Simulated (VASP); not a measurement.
VASP input:

**INCAR**
```
SYSTEM = MgC2
PREC = Accurate
ENCUT = 320
EDIFF = 1E-03
NELM = 100
ALGO = Normal
LREAL = .FALSE.
LASPH = .TRUE.
ISMEAR = 0
SIGMA = 0.01
LWAVE = .FALSE.
LCHARG = .FALSE.
ISIF = 3
IBRION = 2
NSW = 50
EDIFFG = -0.01
```

File KPOINTS:
```
Automatic mesh
0
Gamma
2 2 2
0 0 0
```

### POSCAR
```
MgC2
1.0
  3.9124570000   0.0000000000   0.0000000000
  0.0000000000   3.9124570000   0.0000000000
  0.0000000000   0.0000000000   4.9387150000
Mg C
2 4
Direct
  0.5000000000   0.5000000000   0.0000000000
  0.0000000000   0.0000000000   0.5000000000
  0.8876600000   0.8876600000   0.0000000000
  0.1123400000   0.1123400000   0.0000000000
  0.6123400000   0.3876600000   0.5000000000
  0.3876600000   0.6123400000   0.5000000000
```

POTCAR, in this order: Mg C (LDA.64 set). Program: vasp_std.

Problem. Translate this LDA calculation to Ansatz.

Solution. One equivalent input (not run):
Ansatz 0.2 input:
```yaml
crystal:
  lattice:
    - [3.9124570, 0.0000000, 0.0000000]
    - [0.0000000, 3.9124570, 0.0000000]
    - [0.0000000, 0.0000000, 4.9387150]
  atoms:
    - { symbol: Mg, position: [0.5000000, 0.5000000, 0.0000000] }
    - { symbol: Mg, position: [0.0000000, 0.0000000, 0.5000000] }
    - { symbol: C, position: [0.8876600, 0.8876600, 0.0000000] }
    - { symbol: C, position: [0.1123400, 0.1123400, 0.0000000] }
    - { symbol: C, position: [0.6123400, 0.3876600, 0.5000000] }
    - { symbol: C, position: [0.3876600, 0.6123400, 0.5000000] }
kpoints:
  mp_grid: { grid: [2, 2, 2] }
hamiltonian:
  xc: lda
  pseudopotentials: { kind: paw }
scf:
  occupations: { method: gaussian, width: 0.01 }
  max_iter: 100
relax:
  max_steps: 50
  f_tol: 0.01
  cell: {}
output: { forces: true, stress: true, eigenvalues: true }
```
Limits of the translation: each code has its own PAW files, so the cut-off isn't converted (ENCUT is set for VASP's; basis.ecutwfc is left out, and Ansatz then takes the one that its files recommend); Ansatz stops its SCF on the density residual and VASP on the energy change (EDIFF); Ansatz's lda is the Perdew-Wang form, while the LDA potentials of VASP carry Perdew-Zunger's.

The structure comes from a computed database's MgC2 entry; how it stands against other phases isn't given here. This run relaxes it. Symmetry was kept, so distortions that lower it aren't found. The k-mesh is coarse (spacing up to 0.82 per Å, 2π included), so the numbers may not be converged in it. The run is one of a series of settings (EDIFF = 1E-03, EDIFFG = -0.01, ENCUT = 320, IBRION = 2, ISIF = 3, NSW = 50, KPOINTS 2×2×2 Γ-centred mesh against the base run), some of them coarse on purpose.
